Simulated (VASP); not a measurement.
Computed with PBE GGA with D4 dispersion, VASP's PBE PAW potentials (set 64) (plane waves; VASP).

A VASP calculation is set up with these files.

POSCAR:
```
Re
1.0
  1.3496943683  -2.3377391090   0.0000000000
  1.3496943683   2.3377391090   0.0000000000
  0.0000000000   0.0000000000   4.3673240695
Re
2
Cart
  1.3496943683   0.7792479282   1.0918310174
  1.3496943683  -0.7792479282   3.2754930521
```

### KPOINTS
```
Automatic mesh
0
Gamma
15 15 8
0 0 0
```

### INCAR
```
# general
SYSTEM   =  Re
PREC     =  Accurate
ENCUT    =  520
LREAL    =  .FALSE.
LASPH    =  .TRUE.

# electronic loop
EDIFF    =  1E-7
NELM     =  100
ALGO     =  Normal
LMAXMIX  =  6

# smearing
ISMEAR   =  1
SIGMA    =  0.1

# functional
GGA      =  PE
IVDW     =  13

# ions
IBRION   =  2
NSW      =  30
ISIF     =  4
EDIFFG   =  -0.01

# output
LWAVE    =  .FALSE.
LCHARG   =  .FALSE.
```

POTCAR, in this order: Re (PBE.64 set). Program: vasp_std.

The run wrote:

**OSZICAR**
```
       N       E                     dE             d eps       ncg     rms          rms(c)
DAV:   1     0.314699110711E+02    0.31470E+02   -0.70860E+03  5290   0.161E+03
DAV:   2    -0.188424174853E+02   -0.50312E+02   -0.42047E+02  4536   0.327E+02
DAV:   3    -0.255380810784E+02   -0.66957E+01   -0.55153E+01  4987   0.275E+02
DAV:   4    -0.258827714721E+02   -0.34469E+00   -0.30921E+00  5399   0.311E+01
DAV:   5    -0.258936055819E+02   -0.10834E-01   -0.10544E-01  5126   0.330E+00    0.485E+01
DAV:   6    -0.249822910497E+02    0.91131E+00   -0.73411E-01  5499   0.268E+01    0.218E+01
DAV:   7    -0.246241740701E+02    0.35812E+00   -0.64911E-01  5670   0.242E+01    0.459E-01
DAV:   8    -0.246131318102E+02    0.11042E-01   -0.81662E-03  5545   0.856E-01    0.137E-01
DAV:   9    -0.246124636560E+02    0.66815E-03   -0.47386E-04  5646   0.217E-01    0.379E-02
DAV:  10    -0.246124769505E+02   -0.13295E-04   -0.48909E-05  4907   0.599E-02    0.466E-03
DAV:  11    -0.246124775133E+02   -0.56278E-06   -0.71442E-07  4208   0.200E-02    0.344E-03
DAV:  12    -0.246124769166E+02    0.59672E-06   -0.91151E-08  2825   0.949E-03    0.696E-04
DAV:  13    -0.246124768974E+02    0.19221E-07   -0.34820E-08  2520   0.637E-03
   1 F= -.26115418E+02 E0= -.26115452E+02  d E =-.261154E+02
       N       E                     dE             d eps       ncg     rms          rms(c)
DAV:   1    -0.246129518115E+02   -0.47489E-03   -0.61197E-02  4544   0.919E+00    0.134E-01
DAV:   2    -0.246124833220E+02    0.46849E-03   -0.67565E-04  5501   0.346E-01    0.674E-02
DAV:   3    -0.246123398917E+02    0.14343E-03   -0.31243E-04  5624   0.258E-01    0.119E-02
DAV:   4    -0.246123403585E+02   -0.46681E-06   -0.93135E-06  4810   0.338E-02    0.438E-03
DAV:   5    -0.246123403950E+02   -0.36497E-07   -0.60930E-08  2734   0.111E-02
   2 F= -.26115270E+02 E0= -.26115261E+02  d E =0.147930E-03
       N       E                     dE             d eps       ncg     rms          rms(c)
DAV:   1    -0.246128066887E+02   -0.46633E-03   -0.22992E-02  4533   0.565E+00    0.824E-02
DAV:   2    -0.246126315662E+02    0.17512E-03   -0.25269E-04  5469   0.212E-01    0.412E-02
DAV:   3    -0.246125773812E+02    0.54185E-04   -0.11481E-04  5602   0.157E-01    0.754E-03
DAV:   4    -0.246125775616E+02   -0.18036E-06   -0.34145E-06  4746   0.206E-02    0.271E-03
DAV:   5    -0.246125774411E+02    0.12046E-06   -0.15908E-08  2433   0.675E-03    0.992E-04
DAV:   6    -0.246125774240E+02    0.17147E-07   -0.91839E-09  2169   0.302E-03
   3 F= -.26115512E+02 E0= -.26115528E+02  d E =-.942839E-04
```

### OUTCAR
```
------------------------ aborting loop because EDIFF is reached ----------------------------------------
  Edisp (eV):   -1.50293
  FORCE on cell =-STRESS in cart. coord.  units (eV):
  Direction    XX          YY          ZZ          XY          YZ          ZX
  --------------------------------------------------------------------------------------
  Total       4.81245     4.81245     4.81072     0.00000    -0.00000     0.00000
  in kB     279.76904   279.76901   279.66868     0.00000    -0.00000     0.00000
  external pressure =      279.74 kB  Pullay stress =        0.00 kB
  volume of cell :       27.56
      direct lattice vectors                 reciprocal lattice vectors
     1.348957880 -2.336463463  0.000000000     0.370656495 -0.213998638  0.000000000
     1.348957880  2.336463463 -0.000000000     0.370656495  0.213998638  0.000000000
     0.000000000  0.000000000  4.372094233     0.000000000  0.000000000  0.228723341
 POSITION                                       TOTAL-FORCE (eV/Angst)
 -----------------------------------------------------------------------------------
      1.34896      0.77882      1.09302         0.000000     -0.000000      0.000000
      1.34896     -0.77882      3.27907        -0.000000      0.000000      0.000000
 -----------------------------------------------------------------------------------
    total drift:                                0.000000      0.000004     -0.000016
  FREE ENERGIE OF THE ION-ELECTRON SYSTEM (eV)
  ---------------------------------------------------
  free  energy   TOTEN  =       -26.1155122997 eV

  energy  without entropy=      -26.1155583646  energy(sigma->0) =      -26.11552765

 reached required accuracy - stopping structural energy minimisation
```
(Selected blocks of OUTCAR.)

### CONTCAR
```
Re
   1.00000000000000
     1.3489578796929631   -2.3364634634453707    0.0000000000000000
     1.3489578796929631    2.3364634634453707   -0.0000000000000000
     0.0000000000000000    0.0000000000000000    4.3720942332686681
  Re
     2
Direct
     0.3333330000000032    0.6666669999999968    0.2500000000000000
     0.6666669999999968    0.3333330000000032    0.7500000000000000
```

**OUTCAR**
```
 val. band max:        8.6860014703   @ k =   0.1333   0.0000   0.0000

 cond. band min:       8.6985730274   @ k =   0.3333   0.1333   0.3750


 Fermi energy:         8.6910292472

 k-point     1 :       0.0000    0.0000    0.0000
  band No.  band energies     occupation
      1      -1.5992      2.00000
      2       1.5934      2.00000
      3       6.9161      2.00000
      4       6.9610      2.00000
      5       6.9610      2.00000
      6       7.8800      2.00000
      7       7.8800      2.00000
      8       8.9392     -0.00251
      9       8.9392     -0.00251
     10       9.4560     -0.00000
     11      12.3928      0.00000

 k-point     2 :       0.0667   -0.0000    0.0000
  band No.  band energies     occupation
      1      -1.4016      2.00000
      2       1.7802      2.00000
      3       6.4560      2.00000
      4       7.1442      2.00000
      5       7.3517      2.00000
      6       7.7366      2.00000
      7       8.0540      2.00000
      8       8.4999      2.02105
      9       8.7812     -0.02339
     10       9.0195     -0.00003
     11      12.5026      0.00000

 k-point     3 :       0.1333    0.0000    0.0000
  band No.  band energies     occupation
      1      -0.8361      2.00000
      2       2.2834      2.00000
      3       5.8914      2.00000
      4       7.2185      2.00000
      5       7.3071      2.00000
      6       7.6849      2.00000
      7       7.9039      2.00000
      8       8.3881      2.00016
      9       8.5655      2.07064
     10       8.6860      1.08498
     11      12.7566      0.00000

 k-point     4 :       0.2000    0.0000    0.0000
  band No.  band energies     occupation
      1       0.0094      2.00000
      2       2.8667      2.00000
      3       5.4577      2.00000
      4       5.9233      2.00000
      5       6.8951      2.00000
      6       7.9028      2.00000
      7       8.3093      2.00000
      8       8.5542      2.06571
      9       8.6113      1.97885
...
```

Unless said otherwise, spin-orbit coupling is left out, though it shifts the bands of the heavy elements here.

The compound is Re in the hcp structure. This cell is one point of a volume scan, at 0.94 of the reference volume. Symmetry was kept, so distortions that lower it aren't found.
